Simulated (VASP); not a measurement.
A convergence study with VASP on SiC (zinc blende): one setting is varied, all else stays as given below, so the limit is that of these other settings.

```xyz
2
Lattice="0.0000 2.1800 2.1800 2.1800 0.0000 2.1800 2.1800 2.1800 0.0000" Properties=species:S:1:pos:R:3 pbc="T T T"
Si     0.0000     0.0000     0.0000
C      1.0900     1.0900     1.0900
```

All values below come from PBEsol GGA, VASP's PBE PAW potentials (set 64) (plane waves; VASP 6.6.1). The tightest run used: 700 eV cut-off, 20×20×20 Γ-centred mesh, tetrahedra with Blöchl corrections, potentials Si C.

Gaps are read on the run's mesh, which can miss a band edge.

### Question
The settings run are 3×3×3 mesh; 4×4×4 mesh; 5×5×5 mesh; 6×6×6 mesh; 7×7×7 mesh; 8×8×8 mesh; 9×9×9 mesh; 10×10×10 mesh; 11×11×11 mesh; 12×12×12 mesh; 13×13×13 mesh; 14×14×14 mesh; 15×15×15 mesh; 16×16×16 mesh; 17×17×17 mesh; 18×18×18 mesh; 19×19×19 mesh; 20×20×20 mesh. From which on does the energy per atom stay within 0.001 eV/atom of the tightest run?

### Answer
From 8×8×8 mesh on: it is off by 0.0007 there and by no more than 0.001 in any finer run, while 7×7×7 mesh is off by 0.0019.
```json
[
 {"setting": "3×3×3 mesh", "E (eV/atom)": "-7.7002", "pressure (GPa)": "1.27", "gap on the mesh (eV)": "2.365", "irreducible k-points": "4", "difference judged (eV/atom)": "0.2593"},
 {"setting": "4×4×4 mesh", "E (eV/atom)": "-7.8939", "pressure (GPa)": "0.09", "gap on the mesh (eV)": "1.183", "irreducible k-points": "8", "difference judged (eV/atom)": "0.0656"},
 {"setting": "5×5×5 mesh", "E (eV/atom)": "-7.9409", "pressure (GPa)": "-0.19", "gap on the mesh (eV)": "1.687", "irreducible k-points": "10", "difference judged (eV/atom)": "0.0186"},
 {"setting": "6×6×6 mesh", "E (eV/atom)": "-7.9538", "pressure (GPa)": "-0.28", "gap on the mesh (eV)": "1.229", "irreducible k-points": "16", "difference judged (eV/atom)": "0.0057"},
 {"setting": "7×7×7 mesh", "E (eV/atom)": "-7.9576", "pressure (GPa)": "-0.30", "gap on the mesh (eV)": "1.474", "irreducible k-points": "20", "difference judged (eV/atom)": "0.0019"},
 {"setting": "8×8×8 mesh", "E (eV/atom)": "-7.9589", "pressure (GPa)": "-0.31", "gap on the mesh (eV)": "1.236", "irreducible k-points": "29", "difference judged (eV/atom)": "0.0007"},
 {"setting": "9×9×9 mesh", "E (eV/atom)": "-7.9593", "pressure (GPa)": "-0.31", "gap on the mesh (eV)": "1.382", "irreducible k-points": "35", "difference judged (eV/atom)": "0.0002"},
 {"setting": "10×10×10 mesh", "E (eV/atom)": "-7.9594", "pressure (GPa)": "-0.32", "gap on the mesh (eV)": "1.236", "irreducible k-points": "47", "difference judged (eV/atom)": "0.0001"},
 {"setting": "11×11×11 mesh", "E (eV/atom)": "-7.9595", "pressure (GPa)": "-0.32", "gap on the mesh (eV)": "1.334", "irreducible k-points": "56", "difference judged (eV/atom)": "0.0000"},
 {"setting": "12×12×12 mesh", "E (eV/atom)": "-7.9595", "pressure (GPa)": "-0.32", "gap on the mesh (eV)": "1.237", "irreducible k-points": "72", "difference judged (eV/atom)": "0.0000"},
 {"setting": "13×13×13 mesh", "E (eV/atom)": "-7.9595", "pressure (GPa)": "-0.32", "gap on the mesh (eV)": "1.306", "irreducible k-points": "84", "difference judged (eV/atom)": "0.0000"},
 {"setting": "14×14×14 mesh", "E (eV/atom)": "-7.9595", "pressure (GPa)": "-0.32", "gap on the mesh (eV)": "1.237", "irreducible k-points": "104", "difference judged (eV/atom)": "0.0000"},
 {"setting": "15×15×15 mesh", "E (eV/atom)": "-7.9595", "pressure (GPa)": "-0.32", "gap on the mesh (eV)": "1.289", "irreducible k-points": "120", "difference judged (eV/atom)": "0.0000"},
 {"setting": "16×16×16 mesh", "E (eV/atom)": "-7.9595", "pressure (GPa)": "-0.32", "gap on the mesh (eV)": "1.237", "irreducible k-points": "145", "difference judged (eV/atom)": "0.0000"},
 {"setting": "17×17×17 mesh", "E (eV/atom)": "-7.9595", "pressure (GPa)": "-0.32", "gap on the mesh (eV)": "1.277", "irreducible k-points": "165", "difference judged (eV/atom)": "0.0000"},
 {"setting": "18×18×18 mesh", "E (eV/atom)": "-7.9595", "pressure (GPa)": "-0.32", "gap on the mesh (eV)": "1.237", "irreducible k-points": "195", "difference judged (eV/atom)": "0.0000"},
 {"setting": "19×19×19 mesh", "E (eV/atom)": "-7.9595", "pressure (GPa)": "-0.32", "gap on the mesh (eV)": "1.269", "irreducible k-points": "220", "difference judged (eV/atom)": "0.0000"},
 {"setting": "20×20×20 mesh", "E (eV/atom)": "-7.9595", "pressure (GPa)": "-0.32", "gap on the mesh (eV)": "1.237", "irreducible k-points": "256", "difference judged (eV/atom)": "0.0000"}
]
```

Left out are rungs that failed or repeat a setting and relaxations that didn't move; long series are thinned to 24 rows.

The compound is SiC in the zinc blende structure. The cell was not relaxed at this level.
